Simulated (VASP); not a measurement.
Calculation: PBE GGA with D4 dispersion, VASP's PBE PAW potentials (set 64) (plane waves; VASP).

Input for VASP

INCAR:
```
NELM=100   # most electronic steps
GGA=PE   # PBE
ISMEAR=1
LWAVE=.False.
LREAL=.False.
LCHARG=.False.
ISIF=2
LASPH=.True.   # aspherical one-centre terms
EDIFF=1E-7   # SCF stop (eV)
SYSTEM=Ag
ALGO=Normal
IVDW=13   # D4
LMAXMIX=4   # l cut-off of mixed one-centre charges
SIGMA=0.1   # width (eV)
ENCUT=520   # plane-wave cut-off (eV)
PREC=Accurate
```

POSCAR:
```
Ag
1
    0.0000000000     2.0393549145     2.0393549145
    2.0393549145     0.0000000000     2.0393549145
    2.0393549145     2.0393549145     0.0000000000
Ag
1
Direct
  0.0000000000   0.0000000000   0.0000000000
```

### KPOINTS
```
Automatic mesh
0
Gamma
15 15 15
```

POTCAR, in this order: Ag (PBE.64 set). Program: vasp_std.

Problem. What will the output report for the number of irreducible k-points (NKPTS), largest plane-wave count, number of space-group operations, FFT grid (NGX, NGY, NGZ)?

Solution. 
```json
{
 "number of irreducible k-points (NKPTS)": "120",
 "largest_plane_wave_count": "471",
 "number_of_space_group_operations": "48",
 "FFT grid (NGX, NGY, NGZ)": "24 × 24 × 24"
}
```

The compound is Ag in the fcc structure. It was relaxed first.
